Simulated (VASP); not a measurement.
Here is the system:

```yaml
crystal:
  lattice:
    - [-1.59470, 1.59470, 3.90809]
    - [1.59470, -1.59470, 3.90809]
    - [1.59470, 1.59470, -3.90809]
  atoms:
    - { symbol: Si, position: [0.66546, 0.66546, 0.00000] }
    - { symbol: Si, position: [0.33454, 0.33454, 0.00000] }
    - { symbol: Mo, position: [0.00000, 0.00000, 0.00000] }
```

All values below come from PBE GGA with D3 dispersion (zero damping), VASP's PBE PAW potentials (set 64) (plane waves; VASP 6.6.1). Run with 520 eV cut-off, 15×15×15 Γ-centred mesh, tetrahedra with Blöchl corrections, potentials Si Mo_sv.

The cores are frozen, which limits the accuracy of field gradients.

### Question
Give the principal components of the electric field gradient (V/Å²) and the asymmetry η at each nucleus.

### Answer

```csv
atom,Vxx,Vyy,Vzz,η
Si1,6.0,6.0,-12.1,0.00
Si2,6.0,6.0,-12.1,0.00
Mo3,30.4,30.4,-60.8,0.00
```

The compound is MoSi2 in the MoSi2 type structure. It was relaxed first.
